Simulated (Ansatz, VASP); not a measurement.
**InCu2 in two plane-wave programs**

Wanted: the spread between two codes on one cell, functional and k mesh.

Method: plane waves, with VASP 6.6.1 beside it; relaxation of cell and atoms at PBEsol, in Ansatz 0.2.0.

### Step 1. The starting structure

It takes space group P6_3/mmc (No. 194, hexagonal). The conventional cell has a = 4.418 Å, b = 4.418 Å, c = 5.228 Å, α = 90.00°, β = 90.00°, γ = 120.00°. In has 11 Cu at 2.55 to 2.87 Å nearest. Nearest to Cu lie 8 Cu at 2.61 to 2.87 Å and 6 In at 2.87 Å. Cu has 5 In at 2.55 to 2.61 Å and 6 Cu at 2.87 Å nearest. Farther neighbours are not listed.

As a file:

```xyz
6
Lattice="4.4175 0.0000 0.0000 -2.2088 3.8257 0.0000 0.0000 0.0000 5.2279" Properties=species:S:1:pos:R:3 pbc="T T T"
In    2.2088    1.2752    1.3070
In    0.0000    2.5505    3.9209
Cu    0.0000    0.0000    2.6139
Cu    0.0000    0.0000    0.0000
Cu    2.2088    1.2752    3.9209
Cu    0.0000    2.5505    1.3070
```

### Step 2. VASP: relaxation of cell and atoms, PBEsol

The relaxed volume is the usual yardstick between codes: its relative difference is about their pressure difference at one cell divided by the bulk modulus.

Lines of VASP's logs that name or quote its potential files are left out, and so is its time.

The input, INCAR:

```
SYSTEM = InCu2
PREC = Accurate
ENCUT = 390
EDIFF = 1E-06
NELM = 120
ISMEAR = 0
SIGMA = 0.1
LREAL = .FALSE.
ALGO = Normal
GGA = PS
NBANDS = 31
LORBIT = 11
LWAVE = .FALSE.
LCHARG = .FALSE.
KPAR = 3
IBRION = 2
NSW = 30
ISIF = 3
EDIFFG = -0.02
POTIM = 0.4
```

The input, POSCAR:

```
InCu2
1.0
    4.4175380502      0.0000000000      0.0000000000
   -2.2087690251      3.8257001737      0.0000000000
    0.0000000000      0.0000000000      5.2278907406
In Cu
2 4
Direct
    0.6666666667      0.3333333333      0.2500000000
    0.3333333333      0.6666666667      0.7500000000
    0.0000000000      0.0000000000      0.5000000000
    0.0000000000      0.0000000000      0.0000000000
    0.6666666667      0.3333333333      0.7500000000
    0.3333333333      0.6666666667      0.2500000000
```

The input, KPOINTS:

```
Automatic mesh
0
Gamma
5 5 4
0 0 0
```

Potentials, in the order of the species: In and Cu (PBE family, release 64).

The run is started by

```
mpirun -np 3 vasp_std
```

Numbers of over 12 decimals in the logs are rounded to 6 here.

The log of the run:

```text
[banner, memory and clock lines left out]
running    3 mpi-ranks, on    1 nodes
 distrk:  each k-point on    1 cores,    3 groups
 distr:  one band on    1 cores,    1 groups

 POSCAR found type information on POSCAR InCu
 POSCAR found :  2 types and       6 ions
|                                                                             |
|               ----> ADVICE to this user running VASP <----                  |
|                                                                             |
|     You enforced a specific xc type in the INCAR file but a different       |
|     [... a line on the potential file left out ...]
|     I HOPE YOU KNOW WHAT YOU ARE DOING!                                     |
|                                                                             |

 LDA part: xc-table for (Slater+PW92), standard interpolation
 POSCAR, INCAR and KPOINTS ok, starting setup
 FFT: planning ... GRIDC
 FFT: planning ... GRID_SOFT
 FFT: planning ... GRID
 WAVECAR not read
 entering main loop
       N       E                     dE             d eps       ncg     rms          rms(c)
DAV:   1     0.352479414678E+03    0.35248E+03   -0.17929E+04   930   0.186E+03
DAV:   2     0.210127634670E+01   -0.35038E+03   -0.34010E+03   930   0.375E+02
DAV:   3    -0.266994425511E+02   -0.28801E+02   -0.27072E+02  1081   0.155E+02
DAV:   4    -0.274577527090E+02   -0.75831E+00   -0.75410E+00  1430   0.291E+01
DAV:   5    -0.274643369299E+02   -0.65842E-02   -0.65837E-02  1374   0.244E+00    0.191E+01
DAV:   6    -0.265537347318E+02    0.91060E+00   -0.72712E+01  1078   0.173E+02    0.130E+01
DAV:   7    -0.226977781931E+02    0.38560E+01   -0.15558E+01  1119   0.993E+01    0.462E+00
DAV:   8    -0.227819128751E+02   -0.84135E-01   -0.33215E+00  1203   0.443E+01    0.303E+00
DAV:   9    -0.228478295919E+02   -0.65917E-01   -0.89140E-01  1321   0.307E+01    0.275E+00
DAV:  10    -0.227058345035E+02    0.14200E+00   -0.34079E-01  1198   0.135E+01    0.871E-01
DAV:  11    -0.227061375913E+02   -0.30309E-03   -0.10946E-01  1342   0.572E+00    0.341E-01
DAV:  12    -0.227043168611E+02    0.18207E-02   -0.48111E-03  1341   0.192E+00    0.371E-01
DAV:  13    -0.227029332756E+02    0.13836E-02   -0.32299E-03  1257   0.138E+00    0.109E-01
DAV:  14    -0.227028819740E+02    0.51302E-04   -0.14483E-03  1231   0.606E-01    0.244E-02
DAV:  15    -0.227028821458E+02   -0.17171E-06   -0.59259E-05  1354   0.102E-01    0.116E-02
DAV:  16    -0.227028816569E+02    0.48881E-06   -0.15999E-06   724   0.412E-02
   1 F= -.22702882E+02 E0= -.22700256E+02  d E =-.227029E+02
 curvature:   0.00 expect dE= 0.000E+00 dE for cont linesearch  0.000E+00
 trial: gam= 0.00000 g(F)=  0.793E-45 g(S)=  0.211E-02 ort = 0.000E+00 (trialstep = 0.100E+01)
 search vector abs. value=  0.211E-02
 bond charge predicted
       N       E                     dE             d eps       ncg     rms          rms(c)
DAV:   1    -0.227434966375E+02   -0.40614E-01   -0.60540E-01   965   0.146E+01    0.167E+00
DAV:   2    -0.227246783429E+02    0.18818E-01   -0.44924E-01  1043   0.142E+01    0.862E-01
DAV:   3    -0.227036569373E+02    0.21021E-01   -0.95557E-02  1057   0.746E+00    0.269E-01
DAV:   4    -0.227035566282E+02    0.10031E-03   -0.10268E-02  1116   0.333E+00    0.219E-01
DAV:   5    -0.227028647417E+02    0.69189E-03   -0.10293E-03  1434   0.896E-01    0.735E-02
DAV:   6    -0.227027603294E+02    0.10441E-03   -0.23014E-04  1451   0.351E-01    0.342E-02
DAV:   7    -0.227027571043E+02    0.32251E-05   -0.35182E-05  1286   0.672E-02    0.263E-02
DAV:   8    -0.227027441879E+02    0.12916E-04   -0.27196E-05  1188   0.161E-01    0.859E-03
DAV:   9    -0.227027435115E+02    0.67640E-06   -0.15197E-05  1137   0.563E-02    0.353E-03
DAV:  10    -0.227027432756E+02    0.23593E-06   -0.90458E-07   528   0.224E-02
   2 F= -.22702743E+02 E0= -.22700100E+02  d E =0.138381E-03
 trial-energy change:    0.000138  1 .order   -0.000303   -0.002107    0.001501
 step:   0.4069(harm=  0.5839)  dis= 0.00000  next Energy=   -22.703281 (dE=-0.399E-03)
 bond charge predicted
       N       E                     dE             d eps       ncg     rms          rms(c)
DAV:   1    -0.227172477054E+02   -0.14504E-01   -0.21432E-01   951   0.878E+00    0.973E-01
DAV:   2    -0.227102321391E+02    0.70156E-02   -0.14952E-01  1050   0.817E+00    0.490E-01
DAV:   3    -0.227035096307E+02    0.67225E-02   -0.31726E-02  1050   0.424E+00    0.165E-01
DAV:   4    -0.227034328337E+02    0.76797E-04   -0.32276E-03  1131   0.196E+00    0.131E-01
DAV:   5    -0.227031665459E+02    0.26629E-03   -0.30053E-04  1487   0.519E-01    0.368E-02
DAV:   6    -0.227031439546E+02    0.22591E-04   -0.66554E-05  1498   0.218E-01    0.156E-02
DAV:   7    -0.227031439568E+02   -0.21455E-08   -0.10849E-05  1153   0.365E-02    0.112E-02
DAV:   8    -0.227031428363E+02    0.11204E-05   -0.64128E-06   941   0.851E-02    0.200E-03
DAV:   9    -0.227031433527E+02   -0.51637E-06   -0.17461E-06   682   0.170E-02
   3 F= -.22703143E+02 E0= -.22700511E+02  d E =-.261696E-03
 curvature:  -0.24 expect dE=-0.114E-04 dE for cont linesearch -0.853E-05
 trial: gam=-0.10756 g(F)=  0.144E-45 g(S)=  0.475E-04 ort = 0.274E-03 (trialstep = 0.881E+00)
 search vector abs. value=  0.129E-04
 reached required accuracy - stopping structural energy minimisation
```

Parts of OUTCAR (step 2):

```text
ion  position               nearest neighbor table
   1  0.667  0.333  0.250-   6 2.55   6 2.55   6 2.55   5 2.61   5 2.61   3 2.87   4 2.87   3 2.87
                             4 2.87   3 2.87   4 2.87   2 3.65   2 3.65   2 3.65   2 3.65   2 3.65
   2  0.333  0.667  0.750-   5 2.55   5 2.55   5 2.55   6 2.61   6 2.61   3 2.87   4 2.87   4 2.87
                             3 2.87   4 2.87   3 2.87   1 3.65   1 3.65   1 3.65   1 3.65   1 3.65
   3  0.000  0.000  0.500-   4 2.61   4 2.61   1 2.87   2 2.87   1 2.87   2 2.87   1 2.87   2 2.87

  LATTYP: Found a hexagonal cell.
 ALAT       =     4.4175380502
 C/A-ratio  =     1.1834398892

 Subroutine GETGRP returns: Found 24 space group operations
 (whereof 12 operations were pure point group operations)

The static configuration has the point symmetry D_3d.
 The point group associated with its full space group is D_6h.

 Found     15 irreducible k-points:

   k-points           NKPTS =     15   k-points in BZ     NKDIM =     15   number of bands    NBANDS=     31

   dimension x,y,z NGX =    28 NGY =   28 NGZ =   36
   dimension x,y,z NGXF=    56 NGYF=   56 NGZF=   72

   ENCUT  =  390.0 eV  28.66 Ry    5.35 a.u.   7.11  7.11  8.42*2*pi/ulx,y,z

   NELECT =      50.0000    total number of electrons

 k-points in reciprocal lattice and weights: Automatic mesh
   0.00000000  0.00000000  0.00000000       0.010
   0.20000000  0.00000000  0.00000000       0.060
   0.40000000  0.00000000  0.00000000       0.060
   0.20000000  0.20000000  0.00000000       0.060
   0.40000000  0.20000000  0.00000000       0.060
   0.00000000  0.00000000  0.25000000       0.020
   0.20000000  0.00000000  0.25000000       0.120
   0.40000000  0.00000000  0.25000000       0.120
   0.20000000  0.20000000  0.25000000       0.120
[...]
0.20000000  0.20000000  0.50000000       0.060
   0.40000000  0.20000000  0.50000000       0.060

 average (electrostatic) potential at core
       1 -34.6023       2 -34.6023       3 -63.8056       4 -63.8056       5 -64.1618
       6 -64.1618

 E-fermi :   7.5936

 k-point     1 :       0.0000    0.0000    0.0000
  band No.  band energies     occupation
    ...
     19       4.8135      2.00000
     20       5.0447      2.00000
     21       5.0447      2.00000
     22       5.3276      2.00000
     23       6.0021      2.00000
     24       9.1464      0.00000
     25       9.1464      0.00000
     26       9.4118      0.00000
     27       9.4118      0.00000
     28       9.5294      0.00000
    ...

 k-point     2 :       0.2000    0.0000    0.0000
  band No.  band energies     occupation
    ...
     21       5.0385      2.00000
     22       5.4745      2.00000
     23       5.9503      2.00000
     24       6.1506      2.00000
     25       7.0442      2.00000
     26       8.7243      0.00000
     27      10.6913      0.00000
     28      10.7722      0.00000
     29      11.8223      0.00000
     30      11.8250      0.00000
    ...

 k-point     3 :       0.4000    0.0000    0.0000
  band No.  band energies     occupation
    ...
     21       5.0369      2.00000
     22       5.0424      2.00000
     23       5.4108      2.00000
     24       5.8118      2.00000
     25       5.9049      2.00000
     26       8.1915      0.00000
     27       8.6284      0.00000
     28       8.7492      0.00000
     29      11.3215      0.00000
     30      11.9778      0.00000
    ...

  Total       -0.0607151     -0.0607151      0.0037489     -0.0000000      0.0000000      0.0000000
  in kB       -1.1038398     -1.1038398      0.0681567     -0.0000000      0.0000000      0.0000000
  external PRESSURE =      -0.7131743 kB  Pullay stress =       0.0000000 kB

  energy-cutoff  :      390.00
  volume of cell :       88.13
      direct lattice vectors                 reciprocal lattice vectors
     4.413386334  0.000000000 -0.000000000     0.226583382  0.130817976  0.000000000
    -2.206693167  3.822104682  0.000000000     0.000000000  0.261635953  0.000000000
    -0.000000000  0.000000000  5.224279916     0.000000000 -0.000000000  0.191413940

 POSITION                                       TOTAL-FORCE (eV/Angst)
 -----------------------------------------------------------------------------------
      2.20669      1.27403      1.30607        -0.000000      0.000000      0.000000
     -0.00000      2.54807      3.91821         0.000000      0.000000     -0.000000
     -0.00000      0.00000      2.61214        -0.000000      0.000000      0.000000
      0.00000      0.00000      0.00000        -0.000000      0.000000      0.000000
      2.20669      1.27403      3.91821         0.000000      0.000000      0.000000
     -0.00000      2.54807      1.30607        -0.000000     -0.000000      0.000000
 -----------------------------------------------------------------------------------
    total drift:                                0.000000     -0.000000      0.000000

  FREE ENERGIE OF THE ION-ELECTRON SYSTEM (eV)
  ---------------------------------------------------
  free  energy   TOTEN  =       -22.7031433527 eV

  energy  without entropy=      -22.6978782316  energy(sigma->0) =      -22.70051079

 reached required accuracy - stopping structural energy minimisation

 total charge
# of ion       s       p       d       tot
------------------------------------------
    1        1.245   1.642   0.262   3.149
    2        1.245   1.642   0.262   3.149
    3        0.374   0.341   9.180   9.895
    4        0.374   0.341   9.180   9.895
    5        0.441   0.374   9.201  10.016
    6        0.441   0.374   9.201  10.016
--------------------------------------------------
tot          4.120   4.713  37.286  46.119

[... 3 further parts left out ...]
```

CONTCAR:

```
InCu2
   1.00000000000000
     4.4133863335207169    0.0000000000000000   -0.0000000000000000
    -2.2066931667603584    3.8221046815863060    0.0000000000000000
    -0.0000000000000000    0.0000000000000000    5.2242799157852255
  In              Cu
     2     4
Direct
     0.6666666667000030    0.3333333332999970    0.2500000000000000
     0.3333333332999970    0.6666666667000030    0.7500000000000000
     0.0000000000000000    0.0000000000000000    0.5000000000000000
     0.0000000000000000    0.0000000000000000    0.0000000000000000
     0.6666666667000030    0.3333333332999970    0.7500000000000000
     0.3333333332999970    0.6666666667000030    0.2500000000000000
```

The data set In keeps the semicore shell frozen, which is cheaper and a little less accurate.

(Continued in part 2 of 2.)

[Lines on the potential files, build, host, timing and source positions are cut from VASP's logs without a mark.]

[Logs are printed without paths, hosts, clocks, repeated set-up lines and the standing remarks that a program may print on its own settings, such as how far it seeks lower states.]

[Hosts, paths, dates, database ids (printed as entryN), source tags and the programs' standing remarks are cut or masked in the printed files.]
